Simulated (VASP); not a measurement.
Consider the following.

```xyz
4
Lattice="4.1659 2.0795 2.0795 2.0795 4.1659 2.0795 2.0795 2.0795 4.1659" Properties=species:S:1:pos:R:3 pbc="T T T"
Ni     0.0000     0.0000     0.0000
Ni     4.1624     4.1624     4.1624
O      2.0812     2.0812     2.0812
O      6.2437     6.2437     6.2437
```
Starting moments (μB, in the order of the record's atoms Ni Ni O O): 1.4 -1.4 0.0 0.0.

All values below come from TPSS meta-GGA, VASP's PBE PAW potentials (set 64) (plane waves; VASP). Settings: 520 eV cut-off, 10×10×10 Γ-centred mesh, tetrahedra with Blöchl corrections, potentials Ni O.

Task: Tabulate the total density of states (states/eV per cell) against energy (eV; zero at the valence-band maximum or, without a gap, the Fermi level).

Result: 
```
E (eV) | DOS (states/eV)
    -9.96 |  0.00
    -9.36 |  0.00
    -8.76 |  0.00
    -8.16 |  0.00
    -7.56 |  0.02
    -6.84 | ### 1.41
    -6.24 | ########## 4.29
    -5.64 | ## 0.71
    -5.04 | ######### 3.84
    -4.44 | ######## 3.44
    -3.84 | ######## 3.20
    -3.24 | ## 0.75
    -2.52 | # 0.31
    -1.92 | ######### 3.66
    -1.32 | ############################## 12.4
    -0.72 | ##################### 8.78
    -0.12 | ########## 4.30
     0.48 |  0.00
     1.08 |  0.00
     1.68 | ###### 2.59
     2.28 | ########### 4.49
     3.00 |  0.05
     3.60 |  0.08
     4.20 |  0.12
     4.80 |  0.18
```
Within 2 eV below the valence-band maximum the largest weight inside VASP's projection spheres is Ni d.

The compound is NiO in the rock salt, AFM-II order structure. It was relaxed first.
